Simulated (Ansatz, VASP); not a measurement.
**Rb3LuBe2: VASP beside Ansatz**

```
Rb Lu Be
1.0
     6.75533    0.00000    0.00000
    -3.37767    5.85029    0.00000
     0.00000    0.00000    5.78873
Rb Lu Be
3 1 2
Direct
  0.50000 0.00000 0.50000
  0.00000 0.50000 0.50000
  0.50000 0.50000 0.50000
  0.00000 0.00000 0.00000
  0.33333 0.66667 0.00000
  0.66667 0.33333 0.00000
```

Alike in both runs: functional PBE; k mesh 3 × 3 × 4; occupations gaussian, width 0.1 eV; no spin polarisation.

Ansatz relaxed the structure, and its values are those at the end. VASP's run is a single point on that final structure, the one shown.

|  | VASP | Ansatz |
| --- | --- | --- |
| version | VASP 6.6.1 | Ansatz 0.2.0 |
| potentials or method | VASP PAW PBE potentials, release 64 (Rb_sv, Lu, Be) | scalar-relativistic, plane waves, PAW |
| plane-wave cutoff (eV) | 520 | 420 |
| valence electrons in the cell | 56 | 56 |

```csv
,VASP,Ansatz,Ansatz less VASP
gap on the k mesh at the Fermi level (eV),none,none,-
pressure (GPa),0.0,0.0,-0.01
```

A gap of «none» marks a metal or a gap that the smearing closes. The functional is the same, so the differences come from potentials, cutoffs and numerics.

Spin-orbit coupling is left out, which matters for the levels of Lu.
